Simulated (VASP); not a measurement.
Here is a VASP 6.6.1 calculation.

Contents of INCAR:

```
SYSTEM = AgH16O8F
  PREC = Accurate
  ENCUT = 520
  EDIFF = 1E-7
  ISMEAR = -1
  SIGMA = 0.002
  LREAL = Auto
  LASPH = .TRUE.
  NELM = 100
  ALGO = Normal
  ISIF = 2
  LWAVE = .FALSE.
  LCHARG = .FALSE.
  GGA = PE
  IVDW = 12
  NBANDS = 60
```

The input KPOINTS:

```
regular mesh
0
G
  1 1 1
  0 0 0
```

Contents of POSCAR:

```
AgH16O8F
1.0
    6.5731380000      0.0000000000      0.0000000000
    0.0000000000      6.5731380000      0.0000000000
    0.0000000000      0.0000000000      6.5731380000
O H Ag F
8 16 1 1
Direct
    0.6868713239      0.6765870426      0.4016042262
    0.2946537864      0.3171240281      0.5424045562
    0.4841371047      0.0628771220      0.2035557446
    1.0334637733      0.2204426562      0.1267887575
    0.8948237508      0.4565247223      0.6582852817
    0.2456208891      0.7925894755      0.7184848394
    0.2658243293      0.5857172023      0.1938191470
    0.6661202001      0.9652010957      0.8227577148
    0.7437695664      0.7651900812      0.3029451078
    0.5391336680      0.6814097011      0.3696560151
    0.3115559113      0.4565399357      0.4855367406
    0.2269235790      0.2196211307      0.4443844021
    0.4243787366     -0.0664522790      0.2043468432
    0.5470446536      0.0667413342      0.0683995985
    1.0355175869      0.0683235313      0.1158350852
    0.9541409293      0.2721531177      0.0092345543
    0.8851480069      0.5719794716      0.5725575821
    1.0296147746      0.4042057234      0.6321486024
    0.1326459295      0.7778932985      0.8156074009
    0.2597693826      0.9373452984      0.6994071933
    0.1327219967      0.6395727581      0.1644267928
    0.2427759770      0.4396225973      0.1579610834
    0.7818944315      0.9004527214      0.9217363153
    0.5799665244      0.8502483897      0.7705452099
    0.6548014054      0.1720943635      0.5170285486
    0.9676352451      0.7936848428      0.0170694728
```

Potentials or basis: VASP PAW PBE potentials, release 64 (O, H, Ag, F).

Run with:

```sh
$ cat potpaw_PBE.64/O/POTCAR potpaw_PBE.64/H/POTCAR potpaw_PBE.64/Ag/POTCAR potpaw_PBE.64/F/POTCAR > POTCAR
$ mpirun -np 1 vasp_gam > vasp.out
```

Problem. Estimate the dispersion energy per atom.

Solution. -0.043 eV.

Problem. Estimate the pressure.

Solution. -1.4 GPa.

Forces on the atoms (eV/Å):
```
O   -1.589 -0.290  0.645
O   -0.362 -1.011 -0.135
O    0.824  1.771  0.351
O   -0.307 -0.477 -0.332
O   -0.316 -1.709  1.158
O    0.458 -0.252 -0.621
O    0.913 -1.416  0.454
O    0.351 -0.986  0.838
H    0.820  0.737 -1.224
H    0.680 -0.329  0.147
H   -0.530 -0.877 -0.469
H    0.782  1.747  0.374
H   -1.062 -1.959  0.079
H    0.218  0.103 -0.488
H   -0.197  0.704 -0.429
H    0.394 -0.380  0.635
H   -0.665  1.174 -0.899
H    0.769 -0.284  0.096
H   -0.255  0.011  0.527
H   -0.091  0.367  0.065
H   -0.946  0.976 -0.457
H    0.319  0.661  0.128
H   -0.611  0.059 -1.485
H    0.694  0.642  0.699
Ag   0.252  0.296  0.092
F   -0.542  0.720  0.251
```
